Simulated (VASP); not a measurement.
Output of a VASP run:

**OSZICAR**
```
       N       E                     dE             d eps       ncg     rms          rms(c)
DAV:   1     0.309249669486E+03    0.30925E+03   -0.20773E+04  1320   0.270E+03
DAV:   2     0.106180647733E+02   -0.29863E+03   -0.28711E+03  1416   0.485E+02
DAV:   3    -0.215379539975E+02   -0.32156E+02   -0.31894E+02  1542   0.165E+02
DAV:   4    -0.221923044515E+02   -0.65435E+00   -0.65339E+00  1488   0.248E+01
DAV:   5    -0.221972206306E+02   -0.49162E-02   -0.49159E-02  1524   0.207E+00    0.154E+01
DAV:   6    -0.192950231873E+02    0.29022E+01   -0.10047E+01  2354   0.706E+01    0.100E+01
DAV:   7    -0.194322030914E+02   -0.13718E+00   -0.23178E+00  1364   0.182E+01    0.584E+00
DAV:   8    -0.194426159185E+02   -0.10413E-01   -0.71556E-01  1998   0.855E+00    0.171E+00
DAV:   9    -0.193873803410E+02    0.55236E-01   -0.15279E-01  2100   0.728E+00    0.355E-01
DAV:  10    -0.193900423018E+02   -0.26620E-02   -0.51175E-02  1364   0.176E+00    0.142E-01
DAV:  11    -0.193899153126E+02    0.12699E-03   -0.20025E-03  1882   0.821E-01    0.353E-02
DAV:  12    -0.193899439344E+02   -0.28622E-04   -0.25586E-04  1606   0.360E-01    0.139E-02
DAV:  13    -0.193899470730E+02   -0.31385E-05   -0.20461E-05  1500   0.923E-02    0.790E-03
DAV:  14    -0.193899479429E+02   -0.86995E-06   -0.31478E-06  1294   0.233E-02
   1 F= -.16526867E+02 E0= -.16526867E+02  d E =-.165269E+02
       N       E                     dE             d eps       ncg     rms          rms(c)
DAV:   1    -0.204275997128E+02   -0.10377E+01   -0.16560E+01  1586   0.814E+01    0.807E+00
DAV:   2    -0.193558735354E+02    0.10717E+01   -0.44118E+00  1558   0.470E+01    0.288E+00
DAV:   3    -0.192784553591E+02    0.77418E-01   -0.13046E-01  1388   0.331E+00    0.155E+00
DAV:   4    -0.192436645468E+02    0.34791E-01   -0.25837E-02  2442   0.354E+00    0.244E-01
DAV:   5    -0.192435038034E+02    0.16074E-03   -0.11434E-02  1350   0.944E-01    0.111E-01
DAV:   6    -0.192434325062E+02    0.71297E-04   -0.29168E-04  1508   0.146E-01    0.791E-02
DAV:   7    -0.192433986266E+02    0.33880E-04   -0.23915E-04  1550   0.395E-01    0.411E-02
DAV:   8    -0.192433872313E+02    0.11395E-04   -0.75925E-05  1580   0.921E-02    0.166E-02
DAV:   9    -0.192433851181E+02    0.21132E-05   -0.46221E-06  1386   0.620E-02    0.945E-03
DAV:  10    -0.192433844726E+02    0.64544E-06   -0.23054E-06   710   0.441E-02
   2 F= -.16529861E+02 E0= -.16529861E+02  d E =-.299472E-02
       N       E                     dE             d eps       ncg     rms          rms(c)
DAV:   1    -0.195895520215E+02   -0.34617E+00   -0.38439E+00  1524   0.407E+01    0.366E+00
DAV:   2    -0.193608432979E+02    0.22871E+00   -0.80937E-01  1624   0.206E+01    0.146E+00
DAV:   3    -0.193394649207E+02    0.21378E-01   -0.20956E-02  1808   0.389E+00    0.793E-01
DAV:   4    -0.193316231249E+02    0.78418E-02   -0.85447E-03  2270   0.173E+00    0.884E-02
DAV:   5    -0.193317104564E+02   -0.87332E-04   -0.22081E-03  1362   0.449E-01    0.702E-02
DAV:   6    -0.193316583473E+02    0.52109E-04   -0.58037E-04  1482   0.194E-01    0.183E-02
DAV:   7    -0.193316584985E+02   -0.15117E-06   -0.10713E-04  1670   0.951E-02    0.189E-02
DAV:   8    -0.193316566723E+02    0.18262E-05   -0.12507E-05  1402   0.338E-02    0.426E-03
DAV:   9    -0.193316570397E+02   -0.36736E-06   -0.81069E-07   876   0.858E-03
   3 F= -.16547230E+02 E0= -.16547230E+02  d E =-.203628E-01
```

**OUTCAR**
```
------------------------ aborting loop because EDIFF is reached ----------------------------------------
  FORCE on cell =-STRESS in cart. coord.  units (eV):
  Direction    XX          YY          ZZ          XY          YZ          ZX
  --------------------------------------------------------------------------------------
  Total        2.7927507      2.7927516      2.7649603     -0.0000000      0.0000000      0.0000000
  in kB      100.2989207    100.2989519     99.3008540     -0.0000000      0.0000000      0.0000000
  external PRESSURE =      -0.0337578 kB  Pullay stress =     100.0000000 kB
  volume of cell :       44.61
      direct lattice vectors                 reciprocal lattice vectors
     3.169163126 -0.000000000  0.000000000     0.315540715  0.182177489  0.000000000
    -1.584581563  2.744576203  0.000000000     0.000000000  0.364354977  0.000000000
    -0.000000000  0.000000000  5.128928084     0.000000000  0.000000000  0.194972513
  FREE ENERGIE OF THE ION-ELECTRON SYSTEM (eV)
  ---------------------------------------------------
  free  energy   TOTEN  =       -19.3316570397 eV

  energy  without entropy=      -19.3316570397  energy(sigma->0) =      -19.33165704
  enthalpy is  TOTEN    =       -16.5472295370 eV   P V=        2.7844275027

 reached required accuracy - stopping structural energy minimisation
```
(Selected blocks of OUTCAR.)

File POSCAR:
```
ZnO
1
    3.1984782671     0.0000000000     0.0000000000
   -1.5992391336     2.7699638567     0.0000000000
    0.0000000000     0.0000000000     5.1775791294
Zn O
2 2
Direct
  0.3333330000   0.6666670000   0.9985530149
  0.6666670000   0.3333330000   0.4985530149
  0.3333330000   0.6666670000   0.3764469851
  0.6666670000   0.3333330000   0.8764469851
```

Problem. Reconstruct the remaining input files.

Solution. This is not unique; one that fits is the input of the run itself, PBEsol GGA, plane waves, VASP's PBE PAW potentials (set 64).

**INCAR**
```
! general
SYSTEM   =  ZnO
PREC     =  Accurate
ENCUT    =  620
LREAL    =  .FALSE.
LASPH    =  .TRUE.

! electronic loop
EDIFF    =  1E-6
NELM     =  100
ALGO     =  Normal
LMAXMIX  =  4

! smearing
ISMEAR   =  0
SIGMA    =  0.05

! functional
GGA      =  PS

! ions
IBRION   =  2
NSW      =  40
ISIF     =  3
EDIFFG   =  -0.02
PSTRESS  =  100

! output
LWAVE    =  .FALSE.
LCHARG   =  .FALSE.
```

**KPOINTS**
```
Automatic mesh
0
Gamma
8 8 5
0 0 0
```

POTCAR, in this order: Zn O (PBE.64 set). Program: vasp_std.

Energy and stress use the plane-wave basis of the starting cell.

The structure was generated: ZnO was put into the wurtzite type (P6_3mc), which need not be its known phase. This run relaxes it under an external pressure of 10 GPa. Symmetry was kept, so distortions that lower it aren't found.
